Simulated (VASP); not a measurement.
Consider the following.

```yaml
crystal:
  lattice:
    - [0.00000, 2.68772, 2.68772]
    - [2.68772, 0.00000, 2.68772]
    - [2.68772, 2.68772, 0.00000]
  atoms:
    - { symbol: K, position: [0.00000, 0.00000, 0.00000] }
    - { symbol: F, position: [0.50000, 0.50000, 0.50000] }
```

Level of theory: AM05 GGA, VASP's PBE PAW potentials (set 64) (plane waves; VASP). Run with 520 eV cut-off, 10×10×10 Γ-centred mesh, tetrahedra with Blöchl corrections, potentials K_sv F.

### Question
Estimate the energy per atom (σ→0), band gap (on the k-mesh) with the smallest direct gap where there is one.

### Answer

```
Quantity                                     Result
-----------------------------------  --------------
band gap (on the k-mesh)                    6.17 eV
smallest direct gap (on the k-mesh)         6.17 eV
energy per atom (σ→0)                -4.116 eV/atom
```

The compound is KF in the rock salt structure. It was relaxed first.
